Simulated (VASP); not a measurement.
Method: r2SCAN meta-GGA, VASP's PBE PAW potentials (set 64) (plane waves; VASP 6.6.1).

The input files of a VASP run:

**INCAR**
```
SYSTEM  =  ZnS
PREC  =  Accurate; ENCUT  =  520; LREAL  =  F
LASPH  =  T
EDIFF  =  1E-7; NELM  =  100; ALGO  =  Normal
LMAXMIX  =  4; LMIXTAU  =  T
ISMEAR  =  0; SIGMA  =  0.05
METAGGA  =  R2SCAN
ISIF  =  2
LWAVE  =  F; LCHARG  =  F
```

POSCAR:
```
ZnS
1
    0.0000000000     2.6391920816     2.6391920816
    2.6391920816     0.0000000000     2.6391920816
    2.6391920816     2.6391920816     0.0000000000
Zn S
1 1
Direct
  0.0000000000   0.0000000000   0.0000000000
  0.2500000000   0.2500000000   0.2500000000
```

KPOINTS:
```
Automatic mesh
0
Gamma
9 9 9
0 0 0
```

POTCAR, in this order: Zn S (PBE.64 set). Program: vasp_std.

### Question
What will the output report for the number of irreducible k-points (NKPTS), largest plane-wave count, number of space-group operations, FFT grid (NGX, NGY, NGZ)?

### Answer

- number of irreducible k-points (NKPTS) = 35
- largest plane-wave count = 1002
- number of space-group operations = 24
- FFT grid (NGX, NGY, NGZ) = 28 × 28 × 28

The compound is ZnS in the zinc blende structure. This cell is one point of a volume scan, at 0.94 of the reference volume.
